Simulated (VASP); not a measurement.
# Fe2O3 (Hematite): how cutoff and mesh change the relaxed cell, part 2 of 3

Aim: test the relaxed volume of Fe2O3 (Hematite) against cutoff and mesh. The starting structure is a measured crystal structure from the Crystallography Open Database. The first relaxation on each setting starts from this cell expanded by 3 % in volume.

VASP 6.6.1.

Results so far: reference 9.55 Å³ an atom.

### 3. Relaxation with a cutoff of 400 eV

Level of this step: PBEsol, spin-polarised from an antiferromagnetic start; plane waves and PAW (Fe, O) (VASP).

Against step 2 the input has ENCUT = 400. This run starts from the cell of an earlier relaxation, which isn't shown; the restart sets up the plane waves anew.

INCAR

```
SYSTEM = Fe2O3
PREC = Accurate
ENCUT = 400
EDIFF = 1E-06
NELM = 100
ISMEAR = 0
SIGMA = 0.03
LREAL = .FALSE.
ALGO = Normal
GGA = PS
NBANDS = 49
ISPIN = 2
MAGMOM = 3 -3 3 -3 0 0 0 0 0 0
LASPH = .TRUE.
LMAXMIX = 4
LORBIT = 11
LWAVE = .FALSE.
LCHARG = .FALSE.
KPAR = 16
IBRION = 2
NSW = 50
ISIF = 3
EDIFFG = -0.006
```

POSCAR

```
Fe2O3
1.0
    2.4493225566      1.4141170373      4.5134020060
   -2.4493225566      1.4141170373      4.5134020060
    0.0000000000     -2.8282340747      4.5134020060
Fe O
4 6
Direct
    0.3544675176      0.3544675176      0.3544675176
    0.1455324824      0.1455324824      0.1455324824
    0.6455324824      0.6455324824      0.6455324824
    0.8544675176      0.8544675176      0.8544675176
    0.5590990264      0.2500000000      0.9409009736
    0.2500000000      0.9409009736      0.5590990264
    0.9409009736      0.5590990264      0.2500000000
    0.4409009736      0.7500000000      0.0590990264
    0.7500000000      0.0590990264      0.4409009736
    0.0590990264      0.4409009736      0.7500000000
```

KPOINTS

```
Automatic mesh
0
Gamma
6 6 6
0 0 0
```

Potentials, in the order of the species: Fe and O (PBE family, release 64).

Started as:

```bash
mpirun -np 16 vasp_std
```

The program printed:

```text
[banner, memory and clock lines left out]
running   16 mpi-ranks, on    1 nodes
[...]
[... a notice as in an earlier step ...]

 [... a notice as in an earlier step ...]

 LDA part: xc-table for (Slater+PW92), standard interpolation
 POSCAR, INCAR and KPOINTS ok, starting setup
[...]
entering main loop
       N       E                     dE             d eps       ncg     rms          rms(c)
DAV:   1     0.725856622838E+03    0.72586E+03   -0.26001E+04  6272   0.137E+03
DAV:   2     0.201411123944E+02   -0.70572E+03   -0.64414E+03  6533   0.395E+02
DAV:   3    -0.929420059034E+02   -0.11308E+03   -0.10616E+03  7370   0.181E+02
DAV:   4    -0.984463096179E+02   -0.55043E+01   -0.54463E+01  7576   0.435E+01
[...]
DAV:  17    -0.800569181668E+02    0.23674E-05   -0.16574E-05  7079   0.332E-02    0.215E-02
DAV:  18    -0.800569157327E+02    0.24341E-05   -0.67758E-06  8096   0.271E-02    0.333E-03
DAV:  19    -0.800569156037E+02    0.12898E-06   -0.73810E-07  3657   0.586E-03
   1 F= -.80056916E+02 E0= -.80056916E+02  d E =-.800569E+02  mag=    -0.0000
[... from here on, the cycles between the ionic steps are left out ...]
   2 F= -.80059004E+02 E0= -.80059004E+02  d E =-.208832E-02  mag=    -0.0000
   3 F= -.80072286E+02 E0= -.80072286E+02  d E =-.153703E-01  mag=     0.0000
   4 F= -.80072281E+02 E0= -.80072281E+02  d E =-.153655E-01  mag=    -0.0000
   5 F= -.80072690E+02 E0= -.80072690E+02  d E =-.408842E-03  mag=     0.0000
   6 F= -.80072797E+02 E0= -.80072797E+02  d E =-.515458E-03  mag=     0.0000
   7 F= -.80072937E+02 E0= -.80072937E+02  d E =-.140632E-03  mag=     0.0000
   8 F= -.80072952E+02 E0= -.80072952E+02  d E =-.154969E-03  mag=     0.0000
   9 F= -.80072974E+02 E0= -.80072974E+02  d E =-.224859E-04  mag=    -0.0000
  10 F= -.80072987E+02 E0= -.80072987E+02  d E =-.353320E-04  mag=    -0.0000
[...]
reached required accuracy - stopping structural energy minimisation
```

Wall time 72 s (16 MPI ranks of Intel Xeon 6975P-C (Granite Rapids), shared host); peak memory 6.4 GiB; 19 min of CPU time.

Parts of OUTCAR (step 3):

```text
  Total        0.0256853      0.0256853      0.0011075      0.0000000     -0.0000000      0.0000000
  in kB        0.4457535      0.4457535      0.0192205      0.0000000     -0.0000000      0.0000000
  external PRESSURE =       0.3035758 kB  Pullay stress =       0.0000000 kB

 POSITION                                       TOTAL-FORCE (eV/Angst)
 -----------------------------------------------------------------------------------
     -0.00000     -0.00000      4.77559        -0.000000      0.000000     -0.000558
     -0.00000     -0.00000      1.96930        -0.000000     -0.000000      0.000558
     -0.00000     -0.00000      8.71418        -0.000000     -0.000000      0.000558
     -0.00000     -0.00000     11.52048        -0.000000      0.000000     -0.000558
      0.75337     -1.50626      7.86903        -0.000238     -0.000412     -0.000000
     -1.68115      0.10069      7.86903        -0.000238      0.000412      0.000000
      0.92778      1.40557      7.86903         0.000475      0.000000     -0.000000
     -0.75337      1.50626      5.62074         0.000238      0.000412      0.000000
      1.68115     -0.10069      5.62074         0.000238     -0.000412     -0.000000
     -0.92778     -1.40557      5.62074        -0.000475      0.000000     -0.000000
 -----------------------------------------------------------------------------------
    total drift:                               -0.000000      0.000000     -0.000000

  FREE ENERGIE OF THE ION-ELECTRON SYSTEM (eV)
  ---------------------------------------------------
  free  energy   TOTEN  =       -80.0729868943 eV

  energy  without entropy=      -80.0729868943  energy(sigma->0) =      -80.07298689

 magnetization (x)
# of ion       s       p       d       tot
------------------------------------------
    1        0.006   0.009   3.200   3.214
    2       -0.006  -0.009  -3.200  -3.214
    3        0.006   0.009   3.200   3.214
    4       -0.006  -0.009  -3.200  -3.214
    5        0.000   0.000   0.000   0.000
    6        0.000   0.000   0.000   0.000
    7        0.000   0.000   0.000   0.000
    8        0.000   0.000   0.000   0.000
    9        0.000   0.000   0.000   0.000
   10        0.000   0.000   0.000   0.000
--------------------------------------------------
tot          0.000   0.000   0.000   0.000

[... 2 parts as in an earlier step ...]

[... 2 further parts left out ...]
[key lines of the parts left out:]
E-fermi :   5.2246
```

Logs of long relaxations may skip ionic steps without a mark.

With a cutoff of 400 eV the cell ends at 9.232 Å³ an atom, -3.32 % from the reference, and since the restart alone still moved it by -1.6 % it may not have settled.

### 4. Relaxation with a 3×3×3 mesh

Against step 2 the input has a 3×3×3 mesh (also changed: KPAR and NCORE). This run starts from the cell of an earlier relaxation, which isn't shown; the restart sets up the plane waves anew.

Changes to INCAR since step 3:

```diff
@@ -2,3 +2,3 @@
 PREC = Accurate
-ENCUT = 400
+ENCUT = 520
 EDIFF = 1E-06
@@ -18,3 +18,4 @@
 LCHARG = .FALSE.
-KPAR = 16
+KPAR = 2
+NCORE = 8
 IBRION = 2
```

POSCAR

```
Fe2O3
1.0
    2.4634220973      1.4222574110      4.5486596309
   -2.4634220973      1.4222574110      4.5486596309
    0.0000000000     -2.8445148220      4.5486596309
Fe O
4 6
Direct
    0.3550228714      0.3550228714      0.3550228714
    0.1449771286      0.1449771286      0.1449771286
    0.6449771286      0.6449771286      0.6449771286
    0.8550228714      0.8550228714      0.8550228714
    0.5590790501      0.2500000000      0.9409209499
    0.2500000000      0.9409209499      0.5590790501
    0.9409209499      0.5590790501      0.2500000000
    0.4409209499      0.7500000000      0.0590790501
    0.7500000000      0.0590790501      0.4409209499
    0.0590790501      0.4409209499      0.7500000000
```

KPOINTS

```
Automatic mesh
0
Gamma
3 3 3
0 0 0
```

Started as:

```bash
mpirun -np 16 vasp_std
```

The program printed:

```text
[banner, memory and clock lines left out]
running   16 mpi-ranks, on    1 nodes
[...]
[... a notice as in an earlier step ...]

 LDA part: xc-table for (Slater+PW92), standard interpolation
 POSCAR, INCAR and KPOINTS ok, starting setup
[...]
entering main loop
       N       E                     dE             d eps       ncg     rms          rms(c)
DAV:   1     0.806474371847E+03    0.80647E+03   -0.30640E+04  1176   0.166E+03
DAV:   2     0.375464552756E+02   -0.76893E+03   -0.70062E+03  1235   0.435E+02
DAV:   3    -0.918443180294E+02   -0.12939E+03   -0.12087E+03  1349   0.200E+02
DAV:   4    -0.986901657272E+02   -0.68458E+01   -0.67649E+01  1432   0.496E+01
[...]
DAV:  17    -0.799673351384E+02   -0.25306E-06   -0.15157E-05  1382   0.339E-02    0.197E-02
DAV:  18    -0.799673337608E+02    0.13776E-05   -0.13797E-06   919   0.243E-02    0.102E-02
DAV:  19    -0.799673328636E+02    0.89717E-06   -0.16347E-06   704   0.212E-02
   1 F= -.79967333E+02 E0= -.79967333E+02  d E =-.799673E+02  mag=     0.0000
[...]
N       E                     dE             d eps       ncg     rms          rms(c)
DAV:   1    -0.799673973893E+02   -0.63629E-04   -0.29879E-03  1437   0.407E-01    0.818E-02
DAV:   2    -0.799673346903E+02    0.62699E-04   -0.19157E-04  1547   0.991E-02    0.508E-02
DAV:   3    -0.799673332760E+02    0.14143E-05   -0.21389E-05  1532   0.268E-02    0.229E-02
DAV:   4    -0.799673318577E+02    0.14182E-05   -0.61480E-06  1324   0.438E-02    0.133E-02
DAV:   5    -0.799673312227E+02    0.63500E-06   -0.82385E-07   692   0.151E-02
   2 F= -.79967331E+02 E0= -.79967331E+02  d E =0.164091E-05  mag=    -0.0000
 trial-energy change:    0.000002  1 .order   -0.000005   -0.000023    0.000014
 step:   0.3840(harm=  0.6273)  dis= 0.00008  next Energy=   -79.967337 (dE=-0.412E-05)
 reached required accuracy - stopping structural energy minimisation
```

Wall time 7.6 s (16 MPI ranks); peak memory 2.2 GiB; 1.9 min of CPU time.

From OUTCAR (step 4):

```text
  Total       -0.0597827     -0.0597827     -0.0277529     -0.0000000     -0.0000000      0.0000000
  in kB       -1.0012641     -1.0012641     -0.4648165     -0.0000000     -0.0000000      0.0000000
  external PRESSURE =      -0.8224483 kB  Pullay stress =       0.0000000 kB

 POSITION                                       TOTAL-FORCE (eV/Angst)
 -----------------------------------------------------------------------------------
      0.00000      0.00000      4.84625         0.000000      0.000000      0.002774
      0.00000      0.00000      1.97873         0.000000     -0.000000     -0.002774
      0.00000      0.00000      8.80371         0.000000     -0.000000     -0.002774
      0.00000      0.00000     11.67123         0.000000      0.000000      0.002774
      0.76141     -1.52590      7.96248        -0.000277     -0.000480      0.000000
     -1.70218      0.10355      7.96248        -0.000277      0.000480      0.000000
      0.94076      1.42235      7.96248         0.000555      0.000000      0.000000
     -0.76141      1.52590      5.68748         0.000277      0.000480      0.000000
      1.70218     -0.10355      5.68748         0.000277     -0.000480      0.000000
     -0.94076     -1.42235      5.68748        -0.000555      0.000000      0.000000
 -----------------------------------------------------------------------------------
    total drift:                               -0.000000     -0.000000      0.000000

  FREE ENERGIE OF THE ION-ELECTRON SYSTEM (eV)
  ---------------------------------------------------
  free  energy   TOTEN  =       -79.9673312227 eV

  energy  without entropy=      -79.9673312227  energy(sigma->0) =      -79.96733122

 magnetization (x)
# of ion       s       p       d       tot
------------------------------------------
    1        0.006   0.010   3.353   3.370
    2       -0.006  -0.010  -3.353  -3.370
    3        0.006   0.010   3.353   3.370
    4       -0.006  -0.010  -3.353  -3.370
    5        0.000   0.000   0.000   0.000
    6        0.000   0.000   0.000   0.000
    7        0.000   0.000   0.000   0.000
    8        0.000   0.000   0.000   0.000
    9        0.000   0.000   0.000   0.000
   10        0.000   0.000   0.000   0.000
--------------------------------------------------
tot          0.000   0.000  -0.000  -0.000

[... 1 part as in an earlier step ...]

[... 3 further parts left out ...]
[key lines of the parts left out:]
E-fermi :   4.6881
```

With a 3×3×3 mesh the cell ends at 9.566 Å³ an atom, +0.18 % from the reference.

### 5. Relaxation with a cutoff of 680 eV

Against step 2 the input has ENCUT = 680. This run starts from the cell of an earlier relaxation, which isn't shown; the restart sets up the plane waves anew.

Changes to INCAR since step 4:

```diff
@@ -2,3 +2,3 @@
 PREC = Accurate
-ENCUT = 520
+ENCUT = 680
 EDIFF = 1E-06
@@ -18,4 +18,3 @@
 LCHARG = .FALSE.
-KPAR = 2
-NCORE = 8
+KPAR = 16
 IBRION = 2
```

POSCAR

```
Fe2O3
1.0
    2.4606134914      1.4206358616      4.5467072691
   -2.4606134914      1.4206358616      4.5467072691
    0.0000000000     -2.8412717232      4.5467072691
Fe O
4 6
Direct
    0.3547385442      0.3547385442      0.3547385442
    0.1452614558      0.1452614558      0.1452614558
    0.6452614558      0.6452614558      0.6452614558
    0.8547385442      0.8547385442      0.8547385442
    0.5590820368      0.2500000000      0.9409179632
    0.2500000000      0.9409179632      0.5590820368
    0.9409179632      0.5590820368      0.2500000000
    0.4409179632      0.7500000000      0.0590820368
    0.7500000000      0.0590820368      0.4409179632
    0.0590820368      0.4409179632      0.7500000000
```

KPOINTS

```
Automatic mesh
0
Gamma
6 6 6
0 0 0
```

Started as:

```bash
mpirun -np 16 vasp_std
```

The program printed:

```text
[... set-up lines as in an earlier step ...]
 entering main loop
       N       E                     dE             d eps       ncg     rms          rms(c)
DAV:   1     0.890328488294E+03    0.89033E+03   -0.36242E+04  6272   0.202E+03
DAV:   2     0.588826964788E+02   -0.83145E+03   -0.75861E+03  6466   0.482E+02
DAV:   3    -0.890704356224E+02   -0.14795E+03   -0.13602E+03  7223   0.221E+02
DAV:   4    -0.986068978808E+02   -0.95365E+01   -0.93860E+01  7608   0.585E+01
[...]
DAV:  17    -0.799989177007E+02   -0.75086E-06   -0.17666E-05  7718   0.438E-02    0.243E-02
DAV:  18    -0.799989153522E+02    0.23485E-05   -0.37741E-06  6062   0.340E-02    0.766E-03
DAV:  19    -0.799989148085E+02    0.54379E-06   -0.38520E-06  5178   0.173E-02
   1 F= -.79998915E+02 E0= -.79998915E+02  d E =-.799989E+02  mag=     0.0000
[...]
N       E                     dE             d eps       ncg     rms          rms(c)
DAV:   1    -0.799990367153E+02   -0.12136E-03   -0.70405E-03  6642   0.576E-01    0.102E-01
DAV:   2    -0.799989488087E+02    0.87907E-04   -0.36530E-04  7423   0.123E-01    0.544E-02
DAV:   3    -0.799989433058E+02    0.55029E-05   -0.50830E-05  8642   0.498E-02    0.258E-02
DAV:   4    -0.799989412417E+02    0.20641E-05   -0.20120E-06  5055   0.292E-02    0.155E-02
DAV:   5    -0.799989408417E+02    0.40000E-06   -0.22878E-06  4169   0.220E-02
   2 F= -.79998941E+02 E0= -.79998941E+02  d E =-.260332E-04  mag=    -0.0000
 trial-energy change:   -0.000026  1 .order   -0.000029   -0.000045   -0.000013
 step:   1.4317(harm=  1.4317)  dis= 0.00042  next Energy=   -79.998947 (dE=-0.319E-04)
 reached required accuracy - stopping structural energy minimisation
```

The job ended after 58 s (16 MPI ranks; peak memory 10 GiB; 15 min of CPU time).

From OUTCAR (step 5):

```text
  Total       -0.0131004     -0.0131004      0.0248065      0.0000000      0.0000000      0.0000000
  in kB       -0.2202143     -0.2202143      0.4169913      0.0000000      0.0000000      0.0000000
  external PRESSURE =      -0.0078125 kB  Pullay stress =       0.0000000 kB

 POSITION                                       TOTAL-FORCE (eV/Angst)
 -----------------------------------------------------------------------------------
      0.00000      0.00000      4.83898         0.000000      0.000000     -0.003483
      0.00000      0.00000      1.98140         0.000000      0.000000      0.003483
      0.00000      0.00000      8.80178         0.000000      0.000000      0.003483
      0.00000      0.00000     11.65935         0.000000      0.000000     -0.003483
      0.76046     -1.52331      7.95711         0.001691      0.002928     -0.000000
     -1.69946      0.10308      7.95711         0.001691     -0.002928     -0.000000
      0.93899      1.42023      7.95711        -0.003381      0.000000     -0.000000
     -0.76046      1.52331      5.68365        -0.001691     -0.002928     -0.000000
      1.69946     -0.10308      5.68365        -0.001691      0.002928     -0.000000
     -0.93899     -1.42023      5.68365         0.003381      0.000000     -0.000000
 -----------------------------------------------------------------------------------
    total drift:                               -0.000000      0.000000     -0.000000

  FREE ENERGIE OF THE ION-ELECTRON SYSTEM (eV)
  ---------------------------------------------------
  free  energy   TOTEN  =       -79.9989408417 eV

  energy  without entropy=      -79.9989408417  energy(sigma->0) =      -79.99894084

 magnetization (x)
# of ion       s       p       d       tot
------------------------------------------
    1        0.006   0.010   3.327   3.343
    2       -0.006  -0.010  -3.327  -3.343
    3        0.006   0.010   3.327   3.343
    4       -0.006  -0.010  -3.327  -3.343
    5        0.000   0.000   0.000   0.000
    6        0.000   0.000   0.000   0.000
    7        0.000   0.000   0.000   0.000
    8        0.000   0.000   0.000   0.000
    9        0.000   0.000   0.000   0.000
   10        0.000   0.000   0.000   0.000
--------------------------------------------------
tot          0.000   0.000  -0.000  -0.000

[... 2 parts as in an earlier step ...]

[... 2 further parts left out ...]
[key lines of the parts left out:]
E-fermi :   4.7807
```

With a cutoff of 680 eV the cell ends at 9.531 Å³ an atom, -0.18 % from the reference.

(Part 2 of 3 ends here.)

[Lines on the potential files, build, host, timing and source positions are cut from VASP's logs without a mark.]

[Logs are printed without paths, hosts, clocks, repeated set-up lines and the standing remarks that a program may print on its own settings, such as how far it seeks lower states.]

[Hosts, paths, dates, database ids (printed as entryN), source tags and the programs' standing remarks are cut or masked in the printed files.]
